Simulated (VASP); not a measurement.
Calculation: PBE GGA, VASP's PBE PAW potentials (set 64) (plane waves; VASP).

Input for VASP

POSCAR:
```
BaTiO3
1
    4.0337536518     0.0000000000     0.0000000000
    0.0000000000     4.0337536518     0.0000000000
    0.0000000000     0.0000000000     4.0337536518
Ba Ti O
1 1 3
Direct
  0.0000000000   0.0000000000   0.0000000000
  0.5000000000   0.5000000000   0.5000000000
  0.5000000000   0.0000000000   0.5000000000
  0.0000000000   0.5000000000   0.5000000000
  0.5000000000   0.5000000000   0.0000000000
```

KPOINTS:
```
k-points along high-symmetry lines
15
Line-mode
Reciprocal
  0.000000   0.000000   0.000000 ! GAMMA
  0.000000   0.500000   0.000000 ! X

  0.000000   0.500000   0.000000 ! X
  0.500000   0.500000   0.000000 ! M

  0.500000   0.500000   0.000000 ! M
  0.000000   0.000000   0.000000 ! GAMMA

  0.000000   0.000000   0.000000 ! GAMMA
  0.500000   0.500000   0.500000 ! R

  0.500000   0.500000   0.500000 ! R
  0.000000   0.500000   0.000000 ! X

  0.500000   0.500000   0.500000 ! R
  0.500000   0.500000   0.000000 ! M
```

INCAR:
```
SYSTEM = BaTiO3
PREC = Accurate
ENCUT = 520
EDIFF = 1E-7
NELM = 100
ALGO = Normal
LREAL = .FALSE.
LASPH = .TRUE.
ISMEAR = 0
SIGMA = 0.05
GGA = PE
LMAXMIX = 4
LWAVE = .FALSE.
LCHARG = .FALSE.
LORBIT = 11
ICHARG = 11
```

POTCAR, in this order: Ba_sv Ti_sv O (PBE.64 set). Program: vasp_std. Read from the step before: CHGCAR.

Output of the run:

OSZICAR:
```
       N       E                     dE             d eps       ncg     rms          rms(c)
DAV:   1     0.421801919703E+03    0.42180E+03   -0.21860E+04  4320   0.183E+03
DAV:   2     0.104366173299E+02   -0.41137E+03   -0.40356E+03  4968   0.481E+02
DAV:   3    -0.365070178147E+02   -0.46944E+02   -0.45349E+02  7232   0.141E+02
DAV:   4    -0.385177252559E+02   -0.20107E+01   -0.20098E+01  5392   0.277E+01
DAV:   5    -0.386203993466E+02   -0.10267E+00   -0.10267E+00  6112   0.444E+00
DAV:   6    -0.386214367918E+02   -0.10374E-02   -0.10374E-02  5496   0.509E-01
DAV:   7    -0.386214610691E+02   -0.24277E-04   -0.24277E-04  6344   0.690E-02
DAV:   8    -0.386214614175E+02   -0.34844E-06   -0.34839E-06  5504   0.704E-03
DAV:   9    -0.386214614276E+02   -0.10048E-07   -0.10097E-07  4192   0.986E-04
   1 F= -.38621461E+02 E0= -.38621461E+02  d E =-.114333E-16
```

File OUTCAR:
```
 val. band max:        3.6557560728   @ k =   0.5000   0.5000   0.5000

 cond. band min:       5.3531804251   @ k =   0.0000   0.0000   0.0000



 k-point     1 :       0.0000    0.0000    0.0000
  band No.  band energies     occupation
      1     -53.0803      2.00000
      2     -29.2791      2.00000
      3     -29.2791      2.00000
      4     -29.2791      2.00000
      5     -21.2140      2.00000
      6     -13.1835      2.00000
      7     -12.5023      2.00000
      8     -12.5023      2.00000
      9      -6.3857      2.00000
     10      -6.3857      2.00000
     11      -6.3857      2.00000
     12       1.3453      2.00000
     13       1.3453      2.00000
     14       1.3453      2.00000
     15       2.6012      2.00000
     16       2.6012      2.00000
     17       2.6012      2.00000
     18       3.4890      2.00000
     19       3.4890      2.00000
     20       3.4890      2.00000
     21       5.3532      0.00000
     22       5.3532      0.00000
     23       5.3532      0.00000
     24       7.3998      0.00000

 k-point     2 :       0.0000    0.0357    0.0000
  band No.  band energies     occupation
      1     -53.0803      2.00000
      2     -29.2796      2.00000
      3     -29.2790      2.00000
      4     -29.2790      2.00000
      5     -21.2127      2.00000
      6     -13.1831      2.00000
      7     -12.5021      2.00000
      8     -12.5019      2.00000
      9      -6.3838      2.00000
     10      -6.3838      2.00000
     11      -6.3809      2.00000
     12       1.3241      2.00000
     13       1.3422      2.00000
     14       1.3422      2.00000
     15       2.5849      2.00000
     16       2.5849      2.00000
     17       2.5891      2.00000
     18       3.4521      2.00000
     19       3.4783      2.00000
     20       3.4783      2.00000
     21       5.3550      0.00000
     22       5.3816      0.00000
     23       5.3816      0.00000
     24       7.4017      0.00000

...
```

The density is held fixed in this step, so its total energy and stress have no physical meaning. Unless said otherwise, spin-orbit coupling is left out, though it shifts the bands of the heavy elements here.

The compound is BaTiO3 in the cubic perovskite structure, the ideal cubic form; the compound distorts at low or room temperature. It was relaxed first.
